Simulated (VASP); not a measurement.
Zr4C2N2 (ordered alloy cell): computed properties

These are PBEsol GGA, VASP's PBE PAW potentials (set 64) (plane waves; VASP 6.6.1) values and carry that method's errors.

```
Quantity                                                                                                    Result
----------------------------------  ------------------------------------------------------------------------------
space group                                                                                             R-3m (166)
cell                                a = 3.2703 Å, b = 3.2703 Å, c = 31.9102 Å, α = 90.00°, β = 90.00°, γ = 120.00°
volume per atom                                                                                      12.32 Å³/atom
band gap (over mesh and band path)                                        none (metal, semimetal or under 0.01 eV)
density                                                                                                 7.03 g/cm³
```

```cif
data_C2N2Zr4
_chemical_formula_sum 'Zr4 N2 C2'
_space_group_name_H-M_alt 'P 1'
_space_group_IT_number 1
_cell_length_a 3.27035
_cell_length_b 3.27035
_cell_length_c 13.04534
_cell_angle_alpha 59.909
_cell_angle_beta 59.909
_cell_angle_gamma 60.000
loop_
_space_group_symop_operation_xyz
  'x, y, z'
loop_
_atom_site_label
_atom_site_type_symbol
_atom_site_fract_x
_atom_site_fract_y
_atom_site_fract_z
_atom_site_occupancy
Zr1 Zr 0.00016 0.00016 0.99988 1
Zr2 Zr 0.00000 0.00000 0.25000 1
Zr3 Zr 0.99984 0.99984 0.50012 1
Zr4 Zr 0.00000 0.00000 0.75000 1
N1 N 0.49367 0.49367 0.12975 1
N2 N 0.50633 0.50633 0.37025 1
C1 C 0.50531 0.50531 0.62102 1
C2 C 0.49469 0.49469 0.87898 1
```

The structure was generated: Zr4C2N2 was put into an ordered model structure (R-3m), which need not be its known phase. It was relaxed first. Symmetry was kept, so distortions that lower it aren't found.
